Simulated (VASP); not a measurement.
These are r2SCAN meta-GGA, VASP's PBE PAW potentials (set 64) (plane waves; VASP) values and carry that method's errors.

VASP ran on this input.

### INCAR
```
SYSTEM = BP
PREC = Accurate
ENCUT = 600
EDIFF = 1E-7
NELM = 100
ALGO = Normal
LREAL = .FALSE.
LASPH = .TRUE.
ISMEAR = 0
SIGMA = 0.05
METAGGA = R2SCAN
LMIXTAU = .TRUE.
LWAVE = .FALSE.
LCHARG = .FALSE.
ISIF = 3
IBRION = 2
NSW = 40
EDIFFG = -0.01
PSTRESS = 150
```

KPOINTS:
```
Automatic mesh
0
Gamma
10 10 10
0 0 0
```

### POSCAR
```
BP
1
   -0.0000000000     2.2089322460     2.2089322460
    2.2089322460     0.0000000000     2.2089322460
    2.2089322460     2.2089322460     0.0000000000
B P
1 1
Direct
  1.0000000000   0.0000000000   0.0000000000
  0.2500000000   0.2500000000   0.2500000000
```

POTCAR, in this order: B P (PBE.64 set). Program: vasp_std.

Output

**OSZICAR**
```
       N       E                     dE             d eps       ncg     rms          rms(c)
DAV:   1     0.825211586490E+01    0.82521E+01   -0.47579E+03   752   0.105E+03
DAV:   2    -0.189721602083E+02   -0.27224E+02   -0.26421E+02  1208   0.127E+02
DAV:   3    -0.192308051383E+02   -0.25864E+00   -0.25864E+00   928   0.164E+01
DAV:   4    -0.192313032810E+02   -0.49814E-03   -0.49814E-03  1200   0.716E-01
DAV:   5    -0.192313034002E+02   -0.11912E-06   -0.11912E-06   936   0.104E-02    0.887E+00
DAV:   6    -0.172271874287E+02    0.20041E+01   -0.15121E+00  1104   0.919E+00    0.540E+00
DAV:   7    -0.171108077906E+02    0.11638E+00   -0.55793E-01   760   0.523E+00    0.128E+00
DAV:   8    -0.170738310889E+02    0.36977E-01   -0.24860E-01   864   0.506E+00    0.601E-01
DAV:   9    -0.171955131035E+02   -0.12168E+00   -0.19298E-02   896   0.134E+00    0.365E-01
DAV:  10    -0.171973544522E+02   -0.18413E-02   -0.29605E-04  1120   0.180E-01    0.362E-01
DAV:  11    -0.172132381378E+02   -0.15884E-01   -0.98310E-04   776   0.363E-01    0.273E-01
DAV:  12    -0.172372263658E+02   -0.23988E-01   -0.16346E-02   832   0.144E+00    0.204E-01
DAV:  13    -0.172371448382E+02    0.81528E-04   -0.57972E-04   856   0.257E-01    0.119E-01
DAV:  14    -0.172371323385E+02    0.12500E-04   -0.25803E-05  1152   0.494E-02    0.897E-02
DAV:  15    -0.172371322454E+02    0.93115E-07   -0.13609E-05   976   0.299E-02    0.599E-02
DAV:  16    -0.172371833514E+02   -0.51106E-04   -0.54876E-05   968   0.775E-02    0.537E-03
DAV:  17    -0.172372066030E+02   -0.23252E-04   -0.12839E-05   856   0.470E-02    0.309E-03
DAV:  18    -0.172372076772E+02   -0.10742E-05   -0.59659E-07   984   0.985E-03    0.142E-03
DAV:  19    -0.172372076096E+02    0.67613E-07   -0.43573E-08   456   0.233E-03
   1 F= -.15219037E+02 E0= -.15219037E+02  d E =-.152190E+02
```

OUTCAR:
```
------------------------ aborting loop because EDIFF is reached ----------------------------------------
  FORCE on cell =-STRESS in cart. coord.  units (eV):
  Direction    XX          YY          ZZ          XY          YZ          ZX
  --------------------------------------------------------------------------------------
  Total        2.0238660      2.0238660      2.0238660      0.0000000      0.0000000     -0.0000000
  in kB      150.4233157    150.4233157    150.4233157      0.0000000      0.0000000     -0.0000000
  external PRESSURE =       0.4233157 kB  Pullay stress =     150.0000000 kB
  volume of cell :       21.56
      direct lattice vectors                 reciprocal lattice vectors
     0.000000000  2.208932246  2.208932246    -0.226353706  0.226353706  0.226353706
     2.208932246  0.000000000  2.208932246     0.226353706 -0.226353706  0.226353706
     2.208932246  2.208932246  0.000000000     0.226353706  0.226353706 -0.226353706
  FREE ENERGIE OF THE ION-ELECTRON SYSTEM (eV)
  ---------------------------------------------------
  free  energy   TOTEN  =       -17.2372076096 eV

  energy  without entropy=      -17.2372076096  energy(sigma->0) =      -17.23720761
  enthalpy is  TOTEN    =       -15.2190370917 eV   P V=        2.0181705178

 reached required accuracy - stopping structural energy minimisation
```
(Selected blocks of OUTCAR.)

OUTCAR:
```
 val. band max:        8.3727285581   @ k =   0.0000   0.0000   0.0000

 cond. band min:       9.7099679579   @ k =   0.4000   0.4000   0.0000


 Fermi energy:         8.6119176756

 k-point     1 :       0.0000    0.0000    0.0000
  band No.  band energies     occupation
      1      -8.6470      2.00000
      2       8.3727      2.00000
      3       8.3727      2.00000
      4       8.3727      2.00000
      5      12.1511      0.00000
      6      12.1511      0.00000
      7      12.1511      0.00000
      8      17.7052      0.00000

 k-point     2 :       0.1000    0.0000    0.0000
  band No.  band energies     occupation
      1      -8.4450      2.00000
      2       6.9405      2.00000
      3       8.0400      2.00000
      4       8.0400      2.00000
      5      12.6154      0.00000
      6      12.6154      0.00000
      7      12.7216      0.00000
      8      18.1575      0.00000

 k-point     3 :       0.2000    0.0000    0.0000
  band No.  band energies     occupation
      1      -7.8457      2.00000
      2       4.3514      2.00000
      3       7.4133      2.00000
      4       7.4133      2.00000
      5      13.1170      0.00000
      6      13.4116      0.00000
      7      13.4116      0.00000
      8      19.1391      0.00000

 k-point     4 :       0.3000    0.0000    0.0000
  band No.  band energies     occupation
      1      -6.8778      2.00000
      2       1.7251      2.00000
      3       6.8685      2.00000
      4       6.8685      2.00000
      5      13.1318      0.00000
      6      13.7089      0.00000
      7      13.7089      0.00000
      8      19.7388      0.00000

 k-point     5 :       0.4000    0.0000    0.0000
  band No.  band energies     occupation
      1      -5.6522      2.00000
      2      -0.5544      2.00000
      3       6.5247      2.00000
      4       6.5247      2.00000
      5      13.0634      0.00000
      6      13.5606      0.00000
      7      13.5606      0.00000
...
```

The compound is BP in the zinc blende structure. It was relaxed first under an external pressure of 15 GPa.
